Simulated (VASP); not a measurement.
Computed with PBE GGA with D4 dispersion, VASP's PBE PAW potentials (set 64) (plane waves; VASP).

VASP input:

File POSCAR:
```
CsSnI3
1.0
  6.1989730836   0.0000000000   0.0000000000
  0.0000000000   6.1989730836   0.0000000000
  0.0000000000   0.0000000000   6.1989730836
Cs Sn I
1 1 3
Cart
  0.0000000000   0.0000000000   0.0000000000
  3.0994865418   3.0994865418   3.0994865418
  3.0994865418   0.0000000000   3.0994865418
  0.0000000000   3.0994865418   3.0994865418
  3.0994865418   3.0994865418   0.0000000000
```

INCAR:
```
ALGO = Normal
EDIFF = 1E-7
ENCUT = 520
GGA = PE
ICHARG = 11
ISMEAR = 0
IVDW = 13
LASPH = .TRUE.
LCHARG = .FALSE.
LMAXMIX = 4
LORBIT = 11
LREAL = .FALSE.
LWAVE = .FALSE.
NELM = 100
PREC = Accurate
SIGMA = 0.05
SYSTEM = CsSnI3
```

**KPOINTS**
```
k-points along high-symmetry lines
15
Line-mode
Reciprocal
  0.000000   0.000000   0.000000 ! GAMMA
  0.000000   0.500000   0.000000 ! X

  0.000000   0.500000   0.000000 ! X
  0.500000   0.500000   0.000000 ! M

  0.500000   0.500000   0.000000 ! M
  0.000000   0.000000   0.000000 ! GAMMA

  0.000000   0.000000   0.000000 ! GAMMA
  0.500000   0.500000   0.500000 ! R

  0.500000   0.500000   0.500000 ! R
  0.000000   0.500000   0.000000 ! X

  0.500000   0.500000   0.500000 ! R
  0.500000   0.500000   0.000000 ! M
```

POTCAR, in this order: Cs_sv Sn_d I (PBE.64 set). Program: vasp_std. Read from the step before: CHGCAR.

Output

OUTCAR:
```
 ion  position               nearest neighbor table
   1  0.000  0.000  0.000-
   2  0.500  0.500  0.500-   3 3.10   4 3.10   5 3.10   5 3.10   3 3.10   4 3.10
   3  0.500  0.000  0.500-   2 3.10   2 3.10
   4  0.000  0.500  0.500-   2 3.10   2 3.10
   5  0.500  0.500  0.000-   2 3.10   2 3.10
  LATTYP: Found a simple cubic cell.
 ALAT       =     6.1989730836
 Subroutine PRICEL returns:
 Original cell was already a primitive cell.
 Subroutine GETGRP returns: Found 48 space group operations
The static configuration has the point symmetry O_h .
The dynamic configuration has the point symmetry O_h .
 Subroutine INISYM returns: Found 48 space group operations
   k-points           NKPTS =     90   k-points in BZ     NKDIM =     90   number of bands    NBANDS=     26
   number of dos      NEDOS =    301   number of ions     NIONS =      5
   total plane-waves  NPLWV = 110592
   dimension x,y,z NGX =    48 NGY =   48 NGZ =   48
   dimension x,y,z NGXF=    96 NGYF=   96 NGZF=   96
   ions per type =               1   1   3
   PREC   = accura    normal or accurate (medium, high low for compatibility)
   ISTART =      0    job   : 0-new  1-cont  2-samecut
   ICHARG =     11    charge: 1-file 2-atom 10-const
   ISPIN  =      1    spin polarized calculation?
   LNONCOLLINEAR =      F non collinear calculations
   LSORBIT =      F    spin-orbit coupling
   INIWAV =      1    electr: 0-lowe 1-rand  2-diag
   ENCUT  =  520.0 eV  38.22 Ry    6.18 a.u.  11.53 11.53 11.53*2*pi/ulx,y,z
   NELM   =    100;   NELMIN=  2; NELMDL= -5     # of ELM steps
   EDIFF  = 0.1E-06   stopping-criterion for ELM
   LREAL  =      F    real-space projection
   NLSPLINE    = F    spline interpolate recip. space projectors
   LMAXMIX     =    4 max onsite mixed and CHGCAR
   VOSKOWN=      0    Vosko Wilk Nusair interpolation
   EDIFFG = 0.1E-05   stopping-criterion for IOM
   NSW    =      0    number of steps for IOM
   NBLOCK =      1;   KBLOCK =      1    inner block; outer block
   IBRION =     -1    ionic relax: 0-MD 1-quasi-New 2-CG
   NFREE  =      0    steps in history (QN), initial steepest desc. (CG)
   ISIF   =      2    stress and relaxation
...
```

OSZICAR:
```
       N       E                     dE             d eps       ncg     rms          rms(c)
DAV:   1     0.356324803775E+03    0.35632E+03   -0.18400E+04  4680   0.154E+03
DAV:   2     0.317084804409E+02   -0.32462E+03   -0.31752E+03  5612   0.312E+02
DAV:   3    -0.114297670454E+02   -0.43138E+02   -0.42339E+02  5732   0.124E+02
DAV:   4    -0.132115951599E+02   -0.17818E+01   -0.17692E+01  5486   0.284E+01
DAV:   5    -0.132711269016E+02   -0.59532E-01   -0.59388E-01  7352   0.520E+00
DAV:   6    -0.132716719033E+02   -0.54500E-03   -0.54469E-03  5846   0.427E-01
DAV:   7    -0.132716920489E+02   -0.20146E-04   -0.20145E-04  7366   0.806E-02
DAV:   8    -0.132716922893E+02   -0.24040E-06   -0.24015E-06  5870   0.784E-03
DAV:   9    -0.132716922978E+02   -0.85020E-08   -0.82792E-08  4534   0.145E-03
   1 F= -.14589181E+02 E0= -.14589180E+02  d E =-.941889E-06
```

File OUTCAR:
```
 val. band max:        2.9508412763   @ k =   0.5000   0.5000   0.5000

 cond. band min:       3.2371397155   @ k =   0.5000   0.5000   0.5000



 k-point     1 :       0.0000    0.0000    0.0000
  band No.  band energies     occupation
      1     -19.3986      2.00000
      2     -19.2185      2.00000
      3     -19.2185      2.00000
      4     -19.1983      2.00000
      5     -19.1983      2.00000
      6     -19.1983      2.00000
      7     -10.3731      2.00000
      8      -9.6423      2.00000
      9      -9.6423      2.00000
     10      -6.1907      2.00000
     11      -6.1907      2.00000
     12      -6.1907      2.00000
     13      -3.3169      2.00000
     14      -1.8173      2.00000
     15      -1.8173      2.00000
     16      -1.8173      2.00000
     17       0.5715      2.00000
     18       0.5715      2.00000
     19       0.5715      2.00000
     20       0.7337      2.00000
     21       0.7337      2.00000
     22       0.7337      2.00000
     23       5.0973      0.00000
     24       6.0146      0.00000
     25       6.0146      0.00000
     26       6.3450      0.00000

 k-point     2 :       0.0000    0.0357    0.0000
  band No.  band energies     occupation
      1     -19.3986      2.00000
      2     -19.2185      2.00000
      3     -19.2185      2.00000
      4     -19.1983      2.00000
      5     -19.1983      2.00000
      6     -19.1983      2.00000
      7     -10.3714      2.00000
      8      -9.6444      2.00000
      9      -9.6423      2.00000
     10      -6.1906      2.00000
     11      -6.1906      2.00000
     12      -6.1904      2.00000
     13      -3.3394      2.00000
     14      -1.8160      2.00000
     15      -1.8160      2.00000
     16      -1.7837      2.00000
     17       0.5693      2.00000
     18       0.5693      2.00000
     19       0.5693      2.00000
     20       0.7312      2.00000
     21       0.7312      2.00000
     22       0.7316      2.00000
     23       5.1109      0.00000
...
```

The density is held fixed in this step, so its total energy and stress have no physical meaning. Unless said otherwise, spin-orbit coupling is left out, though it shifts the bands of the heavy elements here.

The compound is CsSnI3 in the cubic perovskite structure, the ideal cubic form; the compound distorts at low or room temperature. It was relaxed first.
